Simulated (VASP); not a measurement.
The input files of a VASP run:

KPOINTS:
```
Automatic
0
Gamma
 14 14 14
0 0 0
```

### POSCAR
```
Na
1
   -2.0680655585     2.0680655585     2.0680655585
    2.0680655585    -2.0680655585     2.0680655585
    2.0680655585     2.0680655585    -2.0680655585
Na
1
Direct
  0.0000000000   1.0000000000   1.0000000000
```

**INCAR**
```
ALGO  =  Normal
EDIFF  =  1E-7
ENCUT  =  400
GGA  =  PS
ISIF  =  2
ISMEAR  =  -5
LASPH  =  .TRUE.
LCHARG  =  .TRUE.
LORBIT  =  11
LREAL  =  .FALSE.
LWAVE  =  .FALSE.
NEDOS  =  601
NELM  =  100
PREC  =  Accurate
SYSTEM  =  Na
```

POTCAR, in this order: Na_pv (PBE.64 set). Program: vasp_std.

**Question.** Translate this PBEsol calculation to Quantum ESPRESSO's pw.x.

**Answer.** One equivalent input (not run):
```
&CONTROL
  calculation = 'scf'
  pseudo_dir = './pseudo'
  outdir = './out'
  tprnfor = .true.
  tstress = .true.
/
&SYSTEM
  ibrav = 0
  nat = 1
  ntyp = 1
  ecutwfc = 88
  occupations = 'tetrahedra'
  input_dft = 'pbesol'
/
&ELECTRONS
  conv_thr = 7.3e-09
  electron_maxstep = 100
/
ATOMIC_SPECIES
  Na 22.990 Na.upf
CELL_PARAMETERS angstrom
    -2.0680656    2.0680656    2.0680656
     2.0680656   -2.0680656    2.0680656
     2.0680656    2.0680656   -2.0680656
ATOMIC_POSITIONS crystal
  Na   0.0000000  1.0000000  1.0000000
K_POINTS automatic
  14 14 14 0 0 0
```
The two are equivalent in intent, not identical: the potentials are each code's own (VASP's PAW set, PseudoDojo norm-conserving files in pw.x), so ENCUT and ecutwfc are chosen apart and not converted; conv_thr bounds pw.x's estimated SCF error, while EDIFF bounds the energy change between steps.

The compound is Na in the bcc structure. It was relaxed first, which changed the volume by -8 %.
